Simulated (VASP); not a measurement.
Computed with PBEsol GGA, VASP's PBE PAW potentials (set 64) (plane waves; VASP 6.6.1).

A VASP calculation is set up with these files.

File POSCAR:
```
HoPb3
1
    4.9344878846     0.0000000000     0.0000000000
    0.0000000000     4.7907649365     0.0000000000
    0.0000000000     0.0000000000     4.7907649365
Ho Pb
1 3
Direct
  0.0000000000   0.0000000000   0.0000000000
  0.0000000000   0.5000000000   0.5000000000
  0.5000000000   0.0000000000   0.5000000000
  0.5000000000   0.5000000000   0.0000000000
```

INCAR:
```
SYSTEM = HoPb3
PREC = Accurate
ENCUT = 480
EDIFF = 1E-7
NELM = 100
ALGO = Normal
LREAL = .FALSE.
LASPH = .TRUE.
ISMEAR = 1
SIGMA = 0.1
GGA = PS
LMAXMIX = 6
LWAVE = .FALSE.
LCHARG = .FALSE.
ISIF = 2
```

### KPOINTS
```
Automatic mesh
0
gamma
6 6 6
0 0 0
```

POTCAR, in this order: Ho_3 Pb_d (PBE.64 set). Program: vasp_std.

The run wrote:

OSZICAR:
```
       N       E                     dE             d eps       ncg     rms          rms(c)
DAV:   1     0.594667919160E+03    0.59467E+03   -0.22890E+04  2432   0.185E+03
DAV:   2     0.390411153653E+02   -0.55563E+03   -0.55031E+03  3114   0.603E+02
DAV:   3    -0.151099677992E+02   -0.54151E+02   -0.53203E+02  3334   0.205E+02
DAV:   4    -0.181532974515E+02   -0.30433E+01   -0.29961E+01  3496   0.538E+01
DAV:   5    -0.182859014619E+02   -0.13260E+00   -0.13165E+00  3482   0.101E+01    0.152E+01
DAV:   6    -0.181690106189E+02    0.11689E+00   -0.24076E-01  3556   0.595E+00    0.897E+00
DAV:   7    -0.181452622060E+02    0.23748E-01   -0.20707E-01  3410   0.495E+00    0.571E-01
DAV:   8    -0.181431640280E+02    0.20982E-02   -0.29676E-02  3360   0.237E+00    0.152E-01
DAV:   9    -0.181432716257E+02   -0.10760E-03   -0.18652E-03  4144   0.367E-01    0.600E-02
DAV:  10    -0.181432512513E+02    0.20374E-04   -0.10560E-04  3580   0.858E-02    0.341E-02
DAV:  11    -0.181432534055E+02   -0.21541E-05   -0.19440E-05  3394   0.494E-02    0.441E-03
DAV:  12    -0.181432529375E+02    0.46798E-06   -0.28620E-06  3460   0.224E-02    0.303E-03
DAV:  13    -0.181432527928E+02    0.14469E-06   -0.47867E-07  2702   0.107E-02    0.144E-03
DAV:  14    -0.181432527988E+02   -0.60218E-08   -0.58455E-08  1758   0.334E-03
   1 F= -.18143253E+02 E0= -.18143480E+02  d E =0.681667E-03
```

**OUTCAR**
```
------------------------ aborting loop because EDIFF is reached ----------------------------------------
  FORCE on cell =-STRESS in cart. coord.  units (eV):
  Direction    XX          YY          ZZ          XY          YZ          ZX
  --------------------------------------------------------------------------------------
  Total       -1.2009784     -1.1213543     -1.1213543      0.0000000      0.0000000     -0.0000000
  in kB      -16.9900224    -15.8635957    -15.8635957      0.0000000      0.0000000     -0.0000000
  external PRESSURE =     -16.2390713 kB  Pullay stress =       0.0000000 kB
  volume of cell :      113.25
      direct lattice vectors                 reciprocal lattice vectors
     4.934487885  0.000000000  0.000000000     0.202655275  0.000000000  0.000000000
     0.000000000  4.790764936  0.000000000     0.000000000  0.208734933  0.000000000
     0.000000000  0.000000000  4.790764936     0.000000000  0.000000000  0.208734933
 POSITION                                       TOTAL-FORCE (eV/Angst)
 -----------------------------------------------------------------------------------
      0.00000      0.00000      0.00000         0.000000      0.000000      0.000000
      0.00000      2.39538      2.39538         0.000000      0.000000      0.000000
      2.46724      0.00000      2.39538         0.000000      0.000000      0.000000
      2.46724      2.39538      0.00000         0.000000      0.000000      0.000000
 -----------------------------------------------------------------------------------
    total drift:                                0.000000      0.000000      0.000000
  FREE ENERGIE OF THE ION-ELECTRON SYSTEM (eV)
  ---------------------------------------------------
  free  energy   TOTEN  =       -18.1432527988 eV

  energy  without entropy=      -18.1439344662  energy(sigma->0) =      -18.14348002
```
(Selected blocks of OUTCAR.)

### OUTCAR
```
 val. band max:        6.9930811069   @ k =   0.0000   0.3333   0.3333

 cond. band min:       7.0161879021   @ k =   0.0000   0.5000   0.0000


 Fermi energy:         7.0082157976

 k-point     1 :       0.0000    0.0000    0.0000
  band No.  band energies     occupation
      1     -17.9616      2.00000
      2     -17.9493      2.00000
      3     -17.9493      2.00000
      4     -10.1988      2.00000
      5     -10.1706      2.00000
      6     -10.1598      2.00000
      7     -10.1598      2.00000
      8      -9.9972      2.00000
      9      -9.9649      2.00000
     10      -9.8743      2.00000
     11      -9.8743      2.00000
     12      -9.8628      2.00000
     13      -9.8306      2.00000
     14      -9.8218      2.00000
     15      -9.6653      2.00000
     16      -9.6653      2.00000
     17      -9.6653      2.00000
     18      -9.6529      2.00000
     19      -4.6542      2.00000
     20      -0.0094      2.00000
     21       0.2585      2.00000
     22       3.9674      2.00000
     23       4.2179      2.00000
     24       4.2179      2.00000
     25       8.0879     -0.00000
     26       8.3121     -0.00000
     27       8.4577     -0.00000
     28       8.4582     -0.00000
     29       8.5452     -0.00000
     30       8.5775     -0.00000

 k-point     2 :       0.1667    0.0000    0.0000
  band No.  band energies     occupation
      1     -17.9655      2.00000
      2     -17.9497      2.00000
      3     -17.9497      2.00000
      4     -10.1948      2.00000
      5     -10.1505      2.00000
      6     -10.1304      2.00000
      7     -10.1304      2.00000
      8      -9.9927      2.00000
      9      -9.9454      2.00000
     10      -9.8723      2.00000
     11      -9.8723      2.00000
     12      -9.8668      2.00000
     13      -9.8463      2.00000
     14      -9.8215      2.00000
     15      -9.6993      2.00000
     16      -9.6993      2.00000
     17      -9.6818      2.00000
     18      -9.6529      2.00000
...
```

The 4f electrons are frozen in the core of the lanthanide potential, so 4f levels, which can set the real gap, and their magnetism are missing. Unless said otherwise, spin-orbit coupling is left out, though it shifts the bands of the heavy elements here.

The structure comes from a computed database's HoPb3 entry (Pm-3m); how it stands against other phases isn't given here. This cell was strained or had an atom moved on purpose. The electron count is odd and the run is not spin-polarised, which forces a metal.
